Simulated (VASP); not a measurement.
# SrTiC2: relaxation of cell and atoms with LDA

SrTiC2:

```
CELL_PARAMETERS angstrom
3.37826 0.00000 0.00000
0.00000 3.37826 0.00000
0.00000 0.00000 5.03014
ATOMIC_POSITIONS crystal
Sr 0.50000 0.50000 0.50000
Ti 0.00000 0.00000 0.00000
C 0.00000 0.00000 0.50000
C 0.50000 0.50000 0.00000
```

The cell was built by a generator and needn't be a form met in nature.

```yaml
Program: VASP 6.6.1
Task: relaxation of cell and atoms
Functional: LDA
Potentials_or_basis: VASP PAW LDA potentials, release 64 (Sr_sv, Ti_sv, C)
Cutoff: 600 eV
k_mesh: 8 × 8 × 5
Occupations: gaussian, width 0.05 eV
Spin: no spin polarisation
Further_INCAR_settings: ALGO = Fast; EDIFF = 1e-06; IBRION = 2; EDIFFG = -0.01; NSW = 40; ISIF = 3
```

```yaml
Relaxed_volume: 13.42 Å³/atom
Relaxed_cell: a = 3.288 Å, b = 3.288 Å, c = 4.967 Å, α = 90.00°, β = 90.00°, γ = 90.00°
Space_group_after_relaxing_to_0.05_Å: P4/mmm (No. 123)
Energy_gained_by_relaxing: 22.8 meV/atom
Ionic_steps: 8
Pressure_after_relaxing: 0.1 GPa
Band_gap_on_the_k_mesh: none (metal or under the smearing width)
```

Step by step:
```tsv
step	energy change (eV)	largest force (eV/Å)	pressure (GPa)	volume (Å³)
1	0.0000	0.0000	-7.33	57.41
2	-0.0696	0.0000	4.13	52.12
3	-0.0895	0.0000	0.08	53.72
4	-0.0894	0.0000	-0.12	53.80
5	-0.0904	0.0000	-0.14	53.79
6	-0.0910	0.0000	-0.12	53.79
7	-0.0910	0.0000	-0.13	53.79
8	-0.0910	0.0000	0.09	53.68
```

Final structure:
```
CELL_PARAMETERS angstrom
3.28755 0.00000 0.00000
0.00000 3.28755 0.00000
0.00000 0.00000 4.96705
ATOMIC_POSITIONS crystal
Sr 0.50000 0.50000 0.50000
Ti 0.00000 0.00000 0.00000
C 0.00000 0.00000 0.50000
C 0.50000 0.50000 0.00000
```

Levels at points of the mesh, in eV from the Fermi level:
| k point | band 13 | band 14 | band 15 | band 16 | band 17 | band 18 |
| --- | --- | --- | --- | --- | --- | --- |
| (0.00, 0.00, 0.00) | 0.93 | 0.93 | 1.52 | 1.52 | 1.55 | 1.83 |
| (0.50, 0.00, 0.00) | -1.93 | -1.61 | -1.29 | -0.73 | 1.86 | 2.47 |
| (0.50, 0.50, 0.00) | -0.29 | -0.21 | -0.21 | 1.57 | 1.80 | 1.80 |

Wall time 25 min on 1 thread of AMD EPYC 7R43 64-Core Processor (Zen 3), with other jobs on the host, peak memory 0.18 GiB.
